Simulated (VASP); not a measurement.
```
CELL_PARAMETERS angstrom
      0.00000     3.46658     3.46658
      3.46658     0.00000     3.46658
      3.46658     3.46658     0.00000
ATOMIC_POSITIONS crystal
  Ba 0.00000 0.00000 0.00000
  Te 0.50000 0.50000 0.50000
```

Level of theory: PBE GGA, VASP's PBE PAW potentials (set 64) (plane waves; VASP). Numerical set-up: 300 eV cut-off, 6×6×6 Γ-centred mesh, Fermi-Dirac smearing of 0.050 eV, potentials Ba_sv Te.

At this cut-off the stress carries a Pulay error, which pulls relaxed volumes low. Unless said otherwise, spin-orbit coupling is left out, though it shifts the bands of the heavy elements here.

Q: Predict the energy per atom (σ→0), pressure, band gap (on the k-mesh) with the smallest direct gap where there is one.

A: 
```yaml
band gap (on the k-mesh): 1.45 eV
smallest direct gap (on the k-mesh): 1.84 eV
energy per atom (σ→0): -4296 meV/atom
pressure: 2.19 GPa
```

Total energies compare only between runs with the same potentials, cut-off and functional.

The structure comes from a computed database's BaTe entry; how it stands against other phases isn't given here. The cell was not relaxed at this level.
